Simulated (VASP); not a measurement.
Computed with r2SCAN meta-GGA, VASP's PBE PAW potentials (set 64) (plane waves; VASP).

VASP input:

**INCAR**
```
SYSTEM = TiGe
PREC = Accurate
ENCUT = 400
EDIFF = 1E-6
NELM = 100
ALGO = Normal
LREAL = .FALSE.
LASPH = .TRUE.
ISMEAR = 1
SIGMA = 0.1
METAGGA = R2SCAN
LMIXTAU = .TRUE.
LMAXMIX = 4
LWAVE = .FALSE.
LCHARG = .FALSE.
IBRION = 2
ISIF = 3
NSW = 60
EDIFFG = -0.01
```

### POSCAR
```
TiGe
1
    0.0000000000     2.5872928788     2.5872928788
    2.5872928788     0.0000000000     2.5872928788
    2.5872928788     2.5872928788     0.0000000000
Ge Ti
1 1
Direct
  0.0000000000   0.0000000000   1.0000000000
  0.5000000000   0.5000000000   0.5000000000
```

File KPOINTS:
```
kpoints
0
G
11 11 11
0 0 0
```

POTCAR, in this order: Ge_d Ti_sv (PBE.64 set). Program: vasp_std.

Output of the run:

OSZICAR:
```
       N       E                     dE             d eps       ncg     rms          rms(c)
DAV:   1     0.166156456719E+03    0.16616E+03   -0.12831E+04  1967   0.317E+03
DAV:   2    -0.978642496722E+01   -0.17594E+03   -0.17431E+03  1923   0.510E+02
DAV:   3    -0.331774377520E+02   -0.23391E+02   -0.23184E+02  3126   0.147E+02
DAV:   4    -0.344681850992E+02   -0.12907E+01   -0.12843E+01  2520   0.279E+01
DAV:   5    -0.345010150357E+02   -0.32830E-01   -0.32827E-01  2805   0.390E+00    0.124E+01
DAV:   6    -0.280244438256E+02    0.64766E+01   -0.23981E+01  2421   0.491E+01    0.358E+00
DAV:   7    -0.278958232225E+02    0.12862E+00   -0.34303E+00  2166   0.176E+01    0.228E+00
DAV:   8    -0.278892895756E+02    0.65336E-02   -0.13615E+00  2376   0.675E+00    0.181E+00
DAV:   9    -0.278772469218E+02    0.12043E-01   -0.82724E-02  2727   0.252E+00    0.135E+00
DAV:  10    -0.279089208323E+02   -0.31674E-01   -0.27485E-01  2115   0.393E+00    0.150E-01
DAV:  11    -0.279195482841E+02   -0.10627E-01   -0.20137E-02  2080   0.118E+00    0.899E-02
DAV:  12    -0.279200228299E+02   -0.47455E-03   -0.37562E-03  2368   0.467E-01    0.620E-02
DAV:  13    -0.279205511901E+02   -0.52836E-03   -0.18861E-03  1984   0.357E-01    0.328E-02
DAV:  14    -0.279205776496E+02   -0.26459E-04   -0.11715E-04  2409   0.957E-02    0.234E-02
DAV:  15    -0.279206900170E+02   -0.11237E-03   -0.13386E-04  2361   0.101E-01    0.718E-03
DAV:  16    -0.279206126893E+02    0.77328E-04   -0.25109E-05  2693   0.384E-02    0.160E-03
DAV:  17    -0.279206471648E+02   -0.34476E-04   -0.10198E-06  1384   0.109E-02    0.120E-03
DAV:  18    -0.279206379779E+02    0.91869E-05   -0.10462E-07  1025   0.414E-03    0.731E-04
DAV:  19    -0.279206515298E+02   -0.13552E-04   -0.12449E-07   999   0.441E-03    0.280E-04
DAV:  20    -0.279206525922E+02   -0.10624E-05   -0.26907E-08   985   0.209E-03    0.124E-04
DAV:  21    -0.279206530987E+02   -0.50654E-06   -0.74024E-09   982   0.117E-03
   1 F= -.27920653E+02 E0= -.27920722E+02  d E =-.279207E+02
       N       E                     dE             d eps       ncg     rms          rms(c)
DAV:   1    -0.279249045625E+02   -0.42520E-02   -0.78513E-02  2356   0.475E+00    0.492E-01
DAV:   2    -0.279215555670E+02    0.33490E-02   -0.21913E-02  2248   0.169E+00    0.181E-01
DAV:   3    -0.279209012480E+02    0.65432E-03   -0.32075E-03  2641   0.622E-01    0.106E-01
DAV:   4    -0.279206523461E+02    0.24890E-03   -0.86985E-04  2643   0.315E-01    0.419E-02
DAV:   5    -0.279206327136E+02    0.19633E-04   -0.28765E-05  2283   0.639E-02    0.346E-02
DAV:   6    -0.279205618939E+02    0.70820E-04   -0.66513E-05  2794   0.961E-02    0.873E-03
DAV:   7    -0.279206924777E+02   -0.13058E-03   -0.27386E-05  1914   0.457E-02    0.511E-03
DAV:   8    -0.279206661399E+02    0.26338E-04   -0.23113E-06  1479   0.133E-02    0.366E-03
DAV:   9    -0.279206771284E+02   -0.10988E-04   -0.26909E-07   982   0.705E-03    0.136E-03
DAV:  10    -0.279206678652E+02    0.92632E-05   -0.35060E-07   963   0.523E-03    0.503E-04
DAV:  11    -0.279206724104E+02   -0.45452E-05   -0.12096E-07   961   0.326E-03    0.605E-04
DAV:  12    -0.279206697399E+02    0.26705E-05   -0.57554E-08   958   0.232E-03    0.199E-04
DAV:  13    -0.279206714483E+02   -0.17085E-05   -0.28002E-08   958   0.175E-03    0.140E-04
DAV:  14    -0.279206708186E+02    0.62976E-06   -0.10937E-08   958   0.842E-04
   2 F= -.27920671E+02 E0= -.27920734E+02  d E =-.177198E-04
       N       E                     dE             d eps       ncg     rms          rms(c)
DAV:   1    -0.279215262473E+02   -0.85480E-03   -0.15230E-02  2355   0.210E+00    0.216E-01
DAV:   2    -0.279209073544E+02    0.61889E-03   -0.43237E-03  2240   0.747E-01    0.802E-02
DAV:   3    -0.279207437527E+02    0.16360E-03   -0.63529E-04  2697   0.277E-01    0.465E-02
DAV:   4    -0.279207072146E+02    0.36538E-04   -0.16989E-04  2595   0.139E-01    0.183E-02
DAV:   5    -0.279207177067E+02   -0.10492E-04   -0.54572E-06  1985   0.278E-02    0.153E-02
DAV:   6    -0.279207333228E+02   -0.15616E-04   -0.12971E-05  2797   0.428E-02    0.394E-03
DAV:   7    -0.279206917197E+02    0.41603E-04   -0.52539E-06  1656   0.203E-02    0.228E-03
DAV:   8    -0.279207053949E+02   -0.13675E-04   -0.44706E-07   977   0.635E-03    0.161E-03
DAV:   9    -0.279207004784E+02    0.49164E-05   -0.58518E-08   959   0.318E-03    0.580E-04
DAV:  10    -0.279207051392E+02   -0.46608E-05   -0.76028E-08   958   0.225E-03    0.198E-04
DAV:  11    -0.279207033872E+02    0.17520E-05   -0.27715E-08   958   0.136E-03    0.318E-04
DAV:  12    -0.279207033040E+02    0.83171E-07   -0.10276E-08   958   0.808E-04
   3 F= -.27920703E+02 E0= -.27920769E+02  d E =-.502053E-04
```

### OUTCAR
```
------------------------ aborting loop because EDIFF is reached ----------------------------------------
  FORCE on cell =-STRESS in cart. coord.  units (eV):
  Direction    XX          YY          ZZ          XY          YZ          ZX
  --------------------------------------------------------------------------------------
  Total        0.0022996      0.0022996      0.0022996      0.0000000      0.0000000     -0.0000000
  in kB        0.1065771      0.1065771      0.1065771      0.0000000      0.0000000     -0.0000000
  external PRESSURE =       0.1065771 kB  Pullay stress =       0.0000000 kB
  volume of cell :       34.57
      direct lattice vectors                 reciprocal lattice vectors
    -0.000000000  2.585555993  2.585555993    -0.193382004  0.193382004  0.193382004
     2.585555993 -0.000000000  2.585555993     0.193382004 -0.193382004  0.193382004
     2.585555993  2.585555993 -0.000000000     0.193382004  0.193382004 -0.193382004
 POSITION                                       TOTAL-FORCE (eV/Angst)
 -----------------------------------------------------------------------------------
      0.00000      0.00000      0.00000        -0.000000     -0.000000     -0.000000
      2.58556      2.58556      2.58556         0.000000      0.000000      0.000000
 -----------------------------------------------------------------------------------
    total drift:                                0.000000     -0.000000      0.000000
  FREE ENERGIE OF THE ION-ELECTRON SYSTEM (eV)
  ---------------------------------------------------
  free  energy   TOTEN  =       -27.9207033040 eV

  energy  without entropy=      -27.9209001191  energy(sigma->0) =      -27.92076891

 reached required accuracy - stopping structural energy minimisation
```
(Selected blocks of OUTCAR.)

**CONTCAR**
```
TiGe
   1.00000000000000
    -0.0000000000000000    2.5855559933645589    2.5855559933645589
     2.5855559933645589   -0.0000000000000000    2.5855559933645589
     2.5855559933645589    2.5855559933645589   -0.0000000000000000
  Ge              Ti
     1     1
Direct
     0.0000000000000000    0.0000000000000000    0.0000000000000000
     0.5000000000000000    0.5000000000000000    0.5000000000000000
```

The structure was generated: TiGe was put into the rocksalt type (Fm-3m), which need not be its known phase. This run relaxes it. Symmetry was kept, so distortions that lower it aren't found. The start is the result of an earlier pass.
